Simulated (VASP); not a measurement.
Wanted: the native input for a VASP 6.6.1 run.

| Item | Value |
| --- | --- |
| Task | single point |
| Functional | PBE |
| Potentials or basis | VASP PAW PBE potentials, release 64 (Tl_d, Bi_d, O) |
| Cutoff | 520 eV |
| k mesh | 7 × 7 × 7 |
| Occupations | fermi-dirac, width 0.05 eV |
| Spin | no spin polarisation |
| Further INCAR settings | ALGO = Normal; EDIFF = 1e-07; NBANDS = 35 |

The structure of TlBiO4 lies in POSCAR:

```
TlBiO4
1.0
    0.0000000000      3.4254400000      3.4254400000
    3.4254400000      0.0000000000      3.4254400000
    3.4254400000      3.4254400000      0.0000000000
Tl Bi O
1 1 4
Direct
    0.7500000000      0.7500000000      0.7500000000
    0.0000000000      0.0000000000      0.0000000000
    0.3747700000      0.3747700000      0.3747700000
    0.8756800000      0.3747700000      0.3747700000
    0.3747700000      0.3747700000      0.8756800000
    0.3747700000      0.8756800000      0.3747700000
```

The cell was built by a generator and needn't be a form met in nature.

The input as run:

INCAR

```
PREC = Accurate
ENCUT = 520
EDIFF = 1E-7
ISMEAR = -1
SIGMA = 0.05
LREAL = False
LASPH = True
NELM = 100
ALGO = Normal
ISIF = 2
LWAVE = False
LCHARG = True
GGA = PE
LELF = True
LVHAR = True
NBANDS = 35
```

KPOINTS

```
Automatic mesh
0
Gamma
  7 7 7
```

Potentials or basis: VASP PAW PBE potentials, release 64 (Tl_d, Bi_d, O).

Launch:

```console
$ cat potpaw_PBE.64/Tl_d/POTCAR potpaw_PBE.64/Bi_d/POTCAR potpaw_PBE.64/O/POTCAR > POTCAR
$ mpirun -np 1 vasp_std > vasp.out
```

Results of the run:

- Pressure: -0.1 GPa
- Largest force: 0.009 eV/Å
- Band gap on the k mesh: none (metal or under the smearing width)

Caveat: spin-orbit coupling is left out, which moves the levels of the heavy elements.

It took 100 s on 1 thread of AMD EPYC 9R45 (Zen 5), on a shared host, peak memory 0.24 GiB.
